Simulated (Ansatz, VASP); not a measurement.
# TaRu in two plane-wave programs, part 2 of 2

Wanted: the spread between two codes on one cell, functional and k mesh. The cell is taken from a series of runs on this material, whose earlier steps may have relaxed, scaled, displaced or heated it; both programs get it as it stands.

VASP 6.6.1 and Ansatz 0.2.0.

So far: Starting point; Ansatz: relaxation of cell and atoms, PBEsol.

## Step 3: VASP: relaxation of cell and atoms, PBEsol

Level of this step: PBEsol; plane waves and PAW (Ta_pv, Ru_pv) (VASP).

The same cell, functional, mesh and smearing now go to VASP, with its own data sets.

Lines of VASP's logs that name or quote its potential files are left out, and so is its time.

File INCAR:

```
SYSTEM = TaRu
PREC = Accurate
ENCUT = 500
EDIFF = 1E-07
NELM = 120
ISMEAR = 1
SIGMA = 0.2
LREAL = .FALSE.
ALGO = Normal
GGA = PS
NBANDS = 62
LASPH = .TRUE.
LORBIT = 11
LWAVE = .FALSE.
LCHARG = .FALSE.
ISIF = 3
IBRION = 2
NSW = 80
EDIFFG = -0.005
GGA_COMPAT = .FALSE.
NELMIN = 4
KPAR = 2
```

File POSCAR:

```
TaRu
1.0
    3.0682680000     -6.6891940000      0.0000000000
    3.0682680000      6.6891940000      0.0000000000
    0.0000000000      0.0000000000      3.0202340000
Ta Ru
4 4
Direct
    0.6218931132      0.8723824846      0.5000000000
    0.1276176784      0.3781070498      0.5000000000
    0.8600099064      0.6094598401      0.5000000000
    0.3905403229      0.1399902566      0.5000000000
    0.7660329548      0.2339672082      0.0000000000
    0.2411021485      0.7588980145      0.0000000000
    0.0032209479      0.9967792151      0.0000000000
    0.4895354426      0.5104647204      0.0000000000
```

File KPOINTS:

```
Automatic mesh
0
Gamma
6 6 12
0 0 0
```

The projector-augmented-wave data sets are Ta_pv and Ru_pv (PBE family, release 64).

Started as:

```sh
mpirun -np 2 vasp_std
```

Numbers of over 12 decimals in the logs are rounded to 6 here.

What it wrote:

```text
[banner, memory and clock lines left out]
running    2 mpi-ranks, on    1 nodes
 distrk:  each k-point on    1 cores,    2 groups
 distr:  one band on    1 cores,    1 groups

 POSCAR found type information on POSCAR TaRu
 POSCAR found :  2 types and       8 ions
|                                                                             |
|               ----> ADVICE to this user running VASP <----                  |
|                                                                             |
|     You enforced a specific xc type in the INCAR file but a different       |
|     [... a line on the potential file left out ...]
|     I HOPE YOU KNOW WHAT YOU ARE DOING!                                     |
|                                                                             |

 LDA part: xc-table for (Slater+PW92), standard interpolation
 POSCAR, INCAR and KPOINTS ok, starting setup
 FFT: planning ... GRIDC
 FFT: planning ... GRID_SOFT
 FFT: planning ... GRID
 WAVECAR not read
 entering main loop
       N       E                     dE             d eps       ncg     rms          rms(c)
DAV:   1     0.118488831636E+04    0.11849E+04   -0.55716E+04 11284   0.170E+03
DAV:   2    -0.398759367982E+02   -0.12248E+04   -0.11926E+04 11774   0.544E+02
DAV:   3    -0.966771180363E+02   -0.56801E+02   -0.54647E+02 13454   0.110E+02
DAV:   4    -0.983560504895E+02   -0.16789E+01   -0.16465E+01 13352   0.165E+01
DAV:   5    -0.984004459118E+02   -0.44395E-01   -0.44329E-01 14090   0.246E+00    0.393E+01
DAV:   6    -0.945454084000E+02    0.38550E+01   -0.10434E+01 12274   0.173E+01    0.160E+01
DAV:   7    -0.952706645839E+02   -0.72526E+00   -0.15070E+01 14192   0.188E+01    0.126E+01
DAV:   8    -0.933404593435E+02    0.19302E+01   -0.81609E+00 13546   0.126E+01    0.281E+00
DAV:   9    -0.932681187910E+02    0.72341E-01   -0.65493E-01 13250   0.403E+00    0.151E+00
DAV:  10    -0.932524313352E+02    0.15687E-01   -0.51599E-02 13894   0.121E+00    0.476E-01
DAV:  11    -0.932525623190E+02   -0.13098E-03   -0.16161E-02 14494   0.800E-01    0.315E-01
DAV:  12    -0.932514956946E+02    0.10666E-02   -0.63123E-03 14274   0.535E-01    0.118E-01
DAV:  13    -0.932514845377E+02    0.11157E-04   -0.89846E-04 15026   0.172E-01    0.759E-02
DAV:  14    -0.932514301684E+02    0.54369E-04   -0.26156E-04 14242   0.987E-02    0.253E-02
DAV:  15    -0.932514296969E+02    0.47152E-06   -0.20139E-05 14464   0.227E-02    0.901E-03
DAV:  16    -0.932514299117E+02   -0.21473E-06   -0.47607E-06 14136   0.143E-02    0.646E-03
DAV:  17    -0.932514295714E+02    0.34022E-06   -0.22348E-06 13476   0.103E-02    0.173E-03
DAV:  18    -0.932514294729E+02    0.98509E-07   -0.14196E-07  7718   0.222E-03
   1 F= -.93251429E+02 E0= -.93255730E+02  d E =-.932514E+02
[... from here on, the cycles between the ionic steps are left out ...]
   2 F= -.93258469E+02 E0= -.93262877E+02  d E =-.703965E-02
   8 F= -.93267495E+02 E0= -.93272123E+02  d E =-.414706E-02
   9 F= -.93269754E+02 E0= -.93274359E+02  d E =-.640651E-02
  10 F= -.93270299E+02 E0= -.93274861E+02  d E =-.545226E-03
  11 F= -.93270611E+02 E0= -.93275191E+02  d E =-.856727E-03
  12 F= -.93270272E+02 E0= -.93274814E+02  d E =0.338330E-03
  13 F= -.93270652E+02 E0= -.93275223E+02  d E =-.412519E-04
  14 F= -.93270684E+02 E0= -.93275226E+02  d E =-.316574E-04
  15 F= -.93270688E+02 E0= -.93275216E+02  d E =-.357406E-04
 curvature:  -1.01 expect dE=-0.148E-04 dE for cont linesearch -0.486E-08
 trial: gam= 0.34716 g(F)=  0.975E-05 g(S)=  0.489E-05 ort = 0.496E-06 (trialstep = 0.123E+01)
 search vector abs. value=  0.212E-04
 bond charge predicted
       N       E                     dE             d eps       ncg     rms          rms(c)
DAV:   1    -0.932706631373E+02    0.24610E-04   -0.11081E-02 12108   0.861E-01    0.390E-02
DAV:   2    -0.932707046091E+02   -0.41472E-04   -0.67257E-04 11452   0.143E-01    0.209E-02
DAV:   3    -0.932707012443E+02    0.33647E-05   -0.42224E-05 14316   0.443E-02    0.170E-02
DAV:   4    -0.932706971575E+02    0.40868E-05   -0.25856E-05 14214   0.357E-02    0.635E-03
DAV:   5    -0.932706968900E+02    0.26750E-06   -0.43833E-06 13428   0.135E-02    0.440E-03
DAV:   6    -0.932706968103E+02    0.79765E-07   -0.78682E-07 12838   0.562E-03
  16 F= -.93270697E+02 E0= -.93275211E+02  d E =-.905715E-05
 trial-energy change:   -0.000009  1 .order   -0.000009   -0.000018   -0.000000
 step:   1.2499(harm=  1.2499)  dis= 0.00070  next Energy=   -93.270697 (dE=-0.926E-05)
 reached required accuracy - stopping structural energy minimisation
```

Parts of OUTCAR (step 3):

```text
ion  position               nearest neighbor table
   1  0.622  0.872  0.500-   5 2.61   5 2.61   8 2.63   8 2.63   7 2.76   7 2.76   6 2.79   6 2.79
                             2 3.03   2 3.10   4 3.34   3 3.35
   2  0.128  0.378  0.500-   5 2.61   5 2.61   8 2.63   8 2.63   7 2.76   7 2.76   6 2.79   6 2.79
                             1 3.03   1 3.10   3 3.34   4 3.35
   3  0.860  0.609  0.500-   6 2.71   6 2.71   7 2.76   7 2.76   8 2.77   8 2.77   5 2.81   5 2.81
                             4 2.88   4 3.26   2 3.34   1 3.35
   4  0.391  0.140  0.500-   6 2.71   6 2.71   7 2.76   7 2.76   8 2.77   8 2.77   5 2.81   5 2.81
                             3 2.88   3 3.26   1 3.34   2 3.35
   5  0.766  0.234  0.000-   1 2.61   1 2.61   2 2.61   2 2.61   4 2.81   4 2.81   3 2.81   3 2.81
                             6 3.09   6 3.09   7 3.17
   6  0.241  0.759  0.000-   3 2.71   3 2.71   4 2.71   4 2.71   2 2.79   2 2.79   1 2.79   1 2.79
                             5 3.09   5 3.09   7 3.18   8 3.32
   7  0.003  0.997  0.000-   3 2.76   3 2.76   4 2.76   4 2.76   1 2.76   1 2.76   2 2.76   2 2.76
                             8 3.07   8 3.07   5 3.17   6 3.18
   8  0.490  0.510  0.000-   1 2.63   2 2.63   1 2.63   2 2.63   3 2.77   4 2.77   3 2.77   4 2.77
                             7 3.07   7 3.07   6 3.32

  LATTYP: Found a base centered orthorhombic cell.
 ALAT       =     6.1365360000
 B/A-ratio  =     2.1801205110
 C/A-ratio  =     0.4921724569

 Subroutine GETGRP returns: Found  4 space group operations
 (whereof  4 operations were pure point group operations)

The static configuration has the point symmetry C_2v.

 Found     91 irreducible k-points:

   k-points           NKPTS =     91   k-points in BZ     NKDIM =     91   number of bands    NBANDS=     62

   dimension x,y,z NGX =    54 NGY =   54 NGZ =   24
   dimension x,y,z NGXF=   108 NGYF=  108 NGZF=   48

   ENCUT  =  500.0 eV  36.75 Ry    6.06 a.u.  13.42 13.42  5.51*2*pi/ulx,y,z

   NELECT =     100.0000    total number of electrons

 k-points in reciprocal lattice and weights: Automatic mesh
   0.00000000  0.00000000  0.00000000       0.002
   0.16666667  0.00000000  0.00000000       0.009
   0.33333333  0.00000000  0.00000000       0.009
   0.50000000  0.00000000  0.00000000       0.005
   0.16666667  0.16666667  0.00000000       0.005
   0.33333333  0.16666667  0.00000000       0.009
   0.50000000  0.16666667  0.00000000       0.009
  -0.33333333  0.16666667  0.00000000       0.009
  -0.16666667  0.16666667  0.00000000       0.005
[...]
-0.33333333  0.33333333  0.50000000       0.005
   0.50000000  0.50000000  0.50000000       0.002

 average (electrostatic) potential at core
       1 -33.5138       2 -33.5138       3 -33.4119       4 -33.4119       5 -70.4111
       6 -70.4320       7 -70.4321       8 -70.4114

 E-fermi :   9.4172

 k-point     1 :       0.0000    0.0000    0.0000
  band No.  band energies     occupation
    ...
     49       8.4483      2.00000
     50       8.9287      2.00298
     51       9.1647      2.07050
     52       9.3877      1.24654
     53       9.4173      0.99934
     54       9.9339     -0.00158
     55      10.0539     -0.00006
     56      10.1706     -0.00000
     57      10.2295     -0.00000
     58      10.7907     -0.00000
    ...

 k-point     2 :       0.1667    0.0000    0.0000
  band No.  band energies     occupation
    ...
     48       8.0695      2.00000
     49       8.1102      2.00000
     50       8.7810      2.00007
     51       8.9771      2.00794
     52       9.3575      1.48088
     53       9.6303     -0.06134
     54       9.8202     -0.01521
     55      10.1562     -0.00000
     56      10.4992     -0.00000
     57      10.7278     -0.00000
    ...

 k-point     3 :       0.3333    0.0000    0.0000
  band No.  band energies     occupation
    ...
     48       7.8698      2.00000
     49       8.4738      2.00000
     50       8.7189      2.00001
     51       9.0337      2.02070
     52       9.2998      1.82808
     53       9.7484     -0.04101
     54       9.8807     -0.00503
     55      10.0308     -0.00013
     56      10.8048     -0.00000
     57      10.8756     -0.00000
    ...

  Total        0.0053841      0.0002260      0.0045752      0.0000000      0.0000000      0.0000000
  in kB        0.0694838      0.0029160      0.0590448      0.0000000      0.0000000      0.0000000
  external PRESSURE =       0.0438149 kB  Pullay stress =       0.0000000 kB

  energy-cutoff  :      500.00
  volume of cell :      124.15
      direct lattice vectors                 reciprocal lattice vectors
     3.090039454 -6.633924349  0.000000000     0.161810232 -0.075370169  0.000000000
     3.090039454  6.633924349  0.000000000     0.161810232  0.075370169  0.000000000
     0.000000000  0.000000000  3.028151551     0.000000000  0.000000000  0.330234463

 POSITION                                       TOTAL-FORCE (eV/Angst)
 -----------------------------------------------------------------------------------
      4.63493      1.65846      1.51408         0.001058      0.001869      0.000000
      1.54515      1.65846      1.51408        -0.001058      0.001869      0.000000
      4.53050     -1.65842      1.51408         0.000181     -0.000135      0.000000
      1.64958     -1.65842      1.51408        -0.000181     -0.000135      0.000000
      3.09004     -3.49891      0.00000        -0.000000      0.000470      0.000000
      3.09004      3.38776      0.00000         0.000000     -0.001883      0.000000
      3.09004      6.56389      0.00000        -0.000000     -0.001141      0.000000
      3.09004      0.18175      0.00000         0.000000     -0.000914      0.000000
 -----------------------------------------------------------------------------------
    total drift:                               -0.002364     -0.000105     -0.000000

  FREE ENERGIE OF THE ION-ELECTRON SYSTEM (eV)
  ---------------------------------------------------
  free  energy   TOTEN  =       -93.2706968103 eV

  energy  without entropy=      -93.2842385587  energy(sigma->0) =      -93.27521073

 reached required accuracy - stopping structural energy minimisation

 total charge
# of ion       s       p       d       tot
------------------------------------------
    1        0.396   6.240   2.293   8.930
    2        0.396   6.240   2.293   8.930
    3        0.374   6.205   2.264   8.843
    4        0.374   6.205   2.264   8.843
    5        0.422   6.297   6.121  12.840
    6        0.386   6.282   6.039  12.707
    7        0.386   6.282   6.039  12.707
    8        0.422   6.297   6.121  12.840
--------------------------------------------------
tot          3.157  50.050  33.433  86.640

[... 3 further parts left out ...]
```

CONTCAR:

```
TaRu
   1.00000000000000
     3.0900394537242661   -6.6339243486548556    0.0000000000000000
     3.0900394537242661    6.6339243486548556    0.0000000000000000
     0.0000000000000000    0.0000000000000000    3.0281515508653492
  Ta              Ru
     4     4
Direct
     0.6249806606645897    0.8749777839429300    0.5000000000000000
     0.1250223790570726    0.3750195023354132    0.5000000000000000
     0.8580768410005026    0.6080856205989288    0.5000000000000000
     0.3919145424010739    0.1419233219995002    0.5000000000000000
     0.7637137838803483    0.2362863791196473    0.0000000000000000
     0.2446643259156895    0.7553358370843062    0.0000000000000000
     0.0052787039148331    0.9947214590851625    0.0000000000000000
     0.4863012778658887    0.5136988851341144    0.0000000000000000
```

The run keeps the 4 symmetry operations of its start, so it cannot find a distortion of lower symmetry.

## Step 4: Differences

Known differences besides the potentials themselves: the data sets hold 116 valence electrons in Ansatz (on its PAW soft_1 files) and 100 in VASP; the cutoff is 420 eV in Ansatz and 500 eV in VASP; Ansatz makes its cores anew for this functional, VASP keeps those of its PBE data sets; Ansatz adds a Pulay correction to the stress that steers its cell, VASP none. Total energies have different zeros and are not compared.

The two programs side by side:

```csv
quantity,Ansatz,VASP,difference
volume (Å³),124.07,124.15,-0.07 %
"edge a after relaxation, in the typed setting (Å)",7.316,7.318,-0.04 %
"edge c after relaxation, in the typed setting (Å)",3.028,3.028,-0.01 %
```

## Step 5: Ansatz: zone-centre phonons, PBEsol

Second derivatives magnify differences that forces hide, and they need a tight electronic threshold. This pair takes another cell of the material, with 2 atoms against 8 for the pair before.

The cell is taken from a series of runs on this material, whose earlier steps may have relaxed, scaled, displaced or heated it; both programs get it as it stands.

File input.yaml:

```yaml
crystal:
  lattice:
    - [3.1394054961, 0.0, 0.0]
    - [0.0, 3.1394054961, 0.0]
    - [0.0, 0.0, 3.1394054961]
  atoms:
    - { symbol: Ta, position: [0.5, 0.5, 0.5] }
    - { symbol: Ru, position: [0.0, 0.0, 0.0] }
kpoints:
  mp_grid: { grid: [16, 16, 16] }
hamiltonian:
  xc: pbesol
  pseudopotentials: { kind: paw, azcp: { folder: soft_1 }, xc_functional: pbe }
scf:
  occupations: { method: methfessel_paxton, width: 0.2 }
output:
  eigenvalues: true
phonons:
  method: dfpt
```

Started as:

```sh
ansatz run input.yaml --threads 4 --pin off --max-ram 10240MiB --backend cpu --events-out ev --progress --plain --runs-dir out
```

What it wrote:

```text
[...]
Crystal: 2 atoms, lattice volume = 30.942 Å³
Basis set: ecut = 420 eV, 619 PW (Γ), exchange–correlation on 48×48×48 points (8 copies of the dense FFT grid, shifted against one another)
Bands: 19, of which v1, the nominal top of the filled ones, is band 15 counted from 1 (14 counted from 0)
Symmetry: 48 space group operations
k-points: 405 of 4096 (irreducible under 8 space group operations, time reversal used)
[...]
k mesh reduced under 8 symmetry operations, with k and −k counted as one. Each operation leaves every solved perturbation unchanged. A smaller set is not used because it would not reduce the number of displacements times k-points to solve
  ASR residual: 3.798e-5 → 0.000e0 eV/Å²; symmetrization residual: 2.501e-5 eV/Å²
  ASR residual per site (eV/Å²): 3.80e-5 6.00e-6
  Γ frequencies (cm⁻¹): 0.00 0.00 0.00 143.37 143.37 143.37
  non-analytic LO–TO correction: not included (Born effective charges unavailable; polar crystals: no LO–TO splitting at Γ)
[key lines of the parts left out:]
SCF converged after 10 iterations
Free energy (F): -15624.473697 eV
Fermi energy:    21.914253 eV
```

## Step 6: VASP: zone-centre phonons, PBEsol

The same cell, functional, mesh and smearing now go to VASP, with its own data sets.

File INCAR:

```
SYSTEM = TaRu
PREC = Accurate
ENCUT = 500
EDIFF = 1E-08
NELM = 120
ISMEAR = 1
SIGMA = 0.2
LREAL = .FALSE.
ALGO = Normal
GGA = PS
NBANDS = 18
LASPH = .TRUE.
LORBIT = 11
LWAVE = .FALSE.
LCHARG = .FALSE.
ISIF = 2
IBRION = 8
GGA_COMPAT = .FALSE.
KPAR = 2
```

File POSCAR:

```
TaRu
1.0
    3.1394054961      0.0000000000      0.0000000000
    0.0000000000      3.1394054961      0.0000000000
    0.0000000000      0.0000000000      3.1394054961
Ta Ru
1 1
Direct
    0.5000000000      0.5000000000      0.5000000000
    0.0000000000      0.0000000000      0.0000000000
```

File KPOINTS:

```
Automatic mesh
0
Gamma
16 16 16
0 0 0
```

Started as:

```sh
mpirun -np 2 vasp_std
```

What it wrote:

```text
[banner, memory and clock lines left out]
running    2 mpi-ranks, on    1 nodes
[...]
[... a notice as in an earlier step ...]

 LDA part: xc-table for (Slater+PW92), standard interpolation
 POSCAR, INCAR and KPOINTS ok, starting setup
[...]
entering main loop
       N       E                     dE             d eps       ncg     rms          rms(c)
DAV:   1     0.217694421811E+03    0.21769E+03   -0.14198E+04  5940   0.139E+03
DAV:   2    -0.195016220267E+02   -0.23720E+03   -0.23392E+03  6856   0.420E+02
DAV:   3    -0.244429902148E+02   -0.49414E+01   -0.48684E+01  6856   0.616E+01
DAV:   4    -0.244918743607E+02   -0.48884E-01   -0.48820E-01  6722   0.587E+00
[...]
DAV:  14    -0.232283013440E+02   -0.58589E-07   -0.16721E-08  4856   0.108E-03    0.439E-04
DAV:  15    -0.232283013299E+02    0.14080E-07   -0.22378E-09  3186   0.454E-04    0.433E-05
DAV:  16    -0.232283013348E+02   -0.48522E-08   -0.30139E-10  3114   0.149E-04
   1 F= -.23228301E+02 E0= -.23226972E+02  d E =-.398799E-02
[...]
RMM:  15    -0.178992225025E+00    0.21643E-07   -0.46764E-08 24398   0.647E-05    0.208E-06
RMM:  16    -0.178992235747E+00   -0.10722E-07   -0.22640E-08 22839   0.448E-05    0.184E-06
RMM:  17    -0.178992243758E+00   -0.80111E-08   -0.19668E-08 21290   0.326E-05    0.977E-07
 first order change of Fermi-energy  -0.14879E-02
 force on displaced ion       1 direction 1 :  -4.965  -0.000   0.000
 Linear response progress:
  Degree of freedom:   2/  2
       N       E                     dE             d eps       ncg     rms          rms(c)
RMM:   1    -0.555753028003E+00   -0.55575E+00    0.34534E+00 15582   0.529E+01
RMM:   2    -0.663883128800E+00   -0.10813E+00   -0.13823E-01 22591   0.271E+00    0.177E-01
RMM:   3    -0.663472328730E+00    0.41080E-03   -0.40838E-03 23658   0.407E-01    0.983E-02
RMM:   4    -0.662906353180E+00    0.56598E-03   -0.64600E-04 25479   0.196E-01    0.296E-02
[...]
RMM:  12    -0.662759190196E+00   -0.93895E-07   -0.38166E-08 26789   0.289E-04    0.316E-05
RMM:  13    -0.662759293393E+00   -0.10320E-06   -0.10958E-07 29001   0.183E-04    0.131E-05
RMM:  14    -0.662759294523E+00   -0.11304E-08   -0.14568E-08 30630   0.119E-04    0.503E-06
 first order change of Fermi-energy   0.20541E-02
 force on displaced ion       2 direction 1 :  -4.940  -0.000   0.000
 Linear response finished
```

Parts of OUTCAR (step 6):

```text
  Total        0.0376007      0.0376007      0.0376007      0.0000000     -0.0000000      0.0000000
  in kB        1.9469949      1.9469949      1.9469949      0.0000000     -0.0000000      0.0000000
  external PRESSURE =       1.9469949 kB  Pullay stress =       0.0000000 kB

 POSITION                                       TOTAL-FORCE (eV/Angst)
 -----------------------------------------------------------------------------------
      1.56970      1.56970      1.56970         0.000000      0.000000      0.000000
      0.00000      0.00000      0.00000         0.000000      0.000000      0.000000
 -----------------------------------------------------------------------------------
    total drift:                                0.000000      0.000000     -0.000000

[... 2 further parts left out ...]
```

## Step 7: Side by side

What differs besides the data sets and the points named for the pairs above, as far as they apply: the data sets hold 29 valence electrons in Ansatz (on its PAW soft_1 files) and 25 in VASP. Total energies have different zeros and are not compared.

The two programs side by side:

```csv
quantity,Ansatz,VASP,difference
optical mode 1 to 3 (cm⁻¹),143.4,144.1,-0.48 %
```

Modes are paired by rising frequency, not by their patterns, so a pair may set unlike modes beside each other; they are those without the splitting of longitudinal modes.

## Step 8: What came out

```json
{
  "difference in volume (relaxation of cell and atoms, PBEsol)": "-0.067 %",
  "r.m.s. difference of the optical zone-centre modes, each program's sorted by frequency (zone-centre phonons, PBEsol)": "0.69 cm⁻¹"
}
```

**Reading.** The difference in volume is -0.067 % (relaxation of cell and atoms, PBEsol), within the 1.2 % picked in this series as the mark of a large difference, as far as the stopping tolerances let one tell. The data sets hold unlike numbers of valence electrons (116 in Ansatz and 100 in VASP and 29 in Ansatz and 25 in VASP), so part of the differences comes from the potentials. How closely two codes agree says nothing of how well the functional describes the real material.

[Lines on the potential files, build, host, timing and source positions are cut from VASP's logs without a mark.]

[Logs are printed without paths, hosts, clocks, repeated set-up lines and the standing remarks that a program may print on its own settings, such as how far it seeks lower states.]

[Hosts, paths, dates, database ids (printed as entryN), source tags and the programs' standing remarks are cut or masked in the printed files.]
